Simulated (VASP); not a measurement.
An input for Ansatz (written as the equivalent of a VASP run, and not itself run):

Ansatz 0.2 input:
```yaml
crystal:
  lattice:
    - [3.7584231, 0.0000000, 0.0000000]
    - [0.0000000, 3.7584231, 0.0000000]
    - [0.0000000, 0.0000000, 3.7584231]
  atoms:
    - { symbol: Sr, position: [0.0000000, 0.0000000, 0.0000000] }
    - { symbol: V, position: [0.5000000, 0.5000000, 0.5000000] }
    - { symbol: O, position: [0.5000000, 0.0000000, 0.5000000] }
    - { symbol: O, position: [0.0000000, 0.5000000, 0.5000000] }
    - { symbol: O, position: [0.5000000, 0.5000000, 0.0000000] }
kpoints:
  mp_grid: { grid: [8, 8, 8] }
hamiltonian:
  xc: pbe
  dispersion: d3bj
  pseudopotentials: { kind: paw }
scf:
  occupations: { method: methfessel_paxton, width: 0.1 }
  max_iter: 100
output: { forces: true, stress: true, eigenvalues: true }
```

### Question
Write the VASP files for the same calculation (PBE-D3(BJ)).

### Answer
This is not unique; one that fits is 
### INCAR
```
# general
SYSTEM  = SrVO3
PREC    = Accurate
ENCUT   = 520
LREAL   = F
LASPH   = T

# electronic loop
EDIFF   = 1E-7
NELM    = 100
ALGO    = Normal
LMAXMIX = 4

# smearing
ISMEAR  = 1
SIGMA   = 0.1

# functional
GGA     = PE
IVDW    = 12

# ions
ISIF    = 2

# output
LWAVE   = F
LCHARG  = F
```

File POSCAR:
```
SrVO3
1
    3.7584230571     0.0000000000     0.0000000000
    0.0000000000     3.7584230571     0.0000000000
    0.0000000000     0.0000000000     3.7584230571
Sr V O
1 1 3
Direct
  0.0000000000   0.0000000000   0.0000000000
  0.5000000000   0.5000000000   0.5000000000
  0.5000000000   0.0000000000   0.5000000000
  0.0000000000   0.5000000000   0.5000000000
  0.5000000000   0.5000000000   0.0000000000
```

**KPOINTS**
```
Automatic mesh
0
Gamma
8 8 8
0 0 0
```

POTCAR, in this order: Sr_sv V_sv O (PBE.64 set). Program: vasp_std.

The two are equivalent in intent, not identical: each code has its own PAW files, so the cut-off isn't converted (ENCUT is set for VASP's; basis.ecutwfc is left out, and Ansatz then takes the one that its files recommend); Ansatz stops its SCF on the density residual and VASP on the energy change (EDIFF).

The compound is SrVO3 in the cubic perovskite structure. This cell is one point of a volume scan, at 0.94 of the reference volume.
